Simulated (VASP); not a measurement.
Here is the system:

```yaml
crystal:
  lattice:
    - [4.24632, 0.00000, 0.00000]
    - [-2.12316, 3.67742, 0.00000]
    - [0.00000, 0.00000, 13.92595]
  atoms:
    - { symbol: Cu, position: [0.00000, 0.00000, 0.99950] }
    - { symbol: Cu, position: [0.00000, 0.00000, 0.49950] }
    - { symbol: Cu, position: [0.66667, 0.33333, 0.75002] }
    - { symbol: Cu, position: [0.33333, 0.66667, 0.25002] }
    - { symbol: I, position: [0.00000, 0.00000, 0.81308] }
    - { symbol: I, position: [0.00000, 0.00000, 0.31308] }
    - { symbol: I, position: [0.66667, 0.33333, 0.56303] }
    - { symbol: I, position: [0.33333, 0.66667, 0.06303] }
```

These are r2SCAN meta-GGA, VASP's PBE PAW potentials (set 64) (plane waves; VASP) values and carry that method's errors. Settings: 400 eV cut-off, 7×7×2 Γ-centred mesh, tetrahedra with Blöchl corrections, potentials Cu I.

Unless said otherwise, spin-orbit coupling is left out, though it shifts the bands of the heavy elements here.

Question: Give the energies of bands 27 to 40 at the high-symmetry points, in eV from the valence-band maximum.

Answer: 
```tsv
band	Γ	M	K	A	L	H
27	-1.31	-1.84	-1.73	-0.65	-1.83	-1.67
28	-0.75	-1.81	-1.68	-0.65	-1.83	-1.67
29	-0.75	-1.62	-1.68	-0.65	-1.53	-1.61
30	-0.40	-1.59	-1.63	-0.65	-1.53	-1.61
31	-0.40	-1.34	-1.48	-0.63	-1.48	-1.51
32	-0.39	-1.21	-1.48	-0.63	-1.48	-1.51
33	-0.39	-1.20	-1.34	-0.12	-1.02	-1.24
34	-0.04	-1.20	-1.18	-0.12	-1.02	-1.24
35	0.00	-0.87	-1.18	-0.12	-0.89	-1.15
36	0.00	-0.74	-1.13	-0.12	-0.89	-1.15
37	1.71	2.62	3.66	2.40	2.94	3.52
38	2.52	2.73	4.02	2.40	2.94	3.52
39	2.69	2.99	4.02	2.61	3.26	4.26
40	2.88	3.53	4.24	2.61	3.26	4.26
```

The gap is direct, 1.71 eV, from the valence maximum at Γ to the conduction minimum at Γ.

The structure was generated: CuI was put into the 4H type (P6_3mc), which need not be its known phase. It was relaxed first, which changed the volume by -11 %.
